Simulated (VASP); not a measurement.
CuP under changes of volume

One of the cells (14.510 Å³/atom); the others are scaled copies at fixed shape and fractional positions:

```xyz
2
Lattice="0.0000 2.4390 2.4390 2.4390 0.0000 2.4390 2.4390 2.4390 0.0000" Properties=species:S:1:pos:R:3 pbc="T T T"
Cu    2.4390    2.4390    2.4390
P     0.0000    0.0000    0.0000
```

The cell was built by a generator and needn't be a form met in nature.

| Item | Value |
| --- | --- |
| Program | VASP 6.6.1 |
| Functional | PBE |
| Potentials or basis | VASP PAW PBE potentials, release 64 (Cu, P) |
| Cutoff | 520 eV |
| k mesh | 9 × 9 × 9 |
| Occupations | fermi-dirac, width 0.05 eV |
| Spin | no spin polarisation |

| volume (Å³/atom) | energy over the lowest point (meV/atom) | pressure (GPa) |
| --- | --- | --- |
| 13.372 | ? | ? |
| 13.656 | 6.82 | 5.2 |
| 13.941 | 0.06 | 2.4 |
| 14.510 | 0.00 | -2.3 |
| 14.794 | 5.69 | -4.2 |
| 15.079 | 14.61 | -6.0 |

Question: What does the run at 13.372 Å³/atom give?

Answer: Energy over the lowest point 18.80 meV/atom; pressure 8.3 GPa.

Worked out: A Birch-Murnaghan fit of order 3 (a polynomial in V^(-2/3)) to the other rows has its minimum at 14.22 Å³/atom with B0 = V·E''(V) = 116 GPa and B' = 5.1. It gives 18.82 meV/atom at 13.372 Å³/atom, against the run's 18.80, and -dE/dV = 8.4 GPa, against 8.3.

Energies are extrapolated to zero smearing.
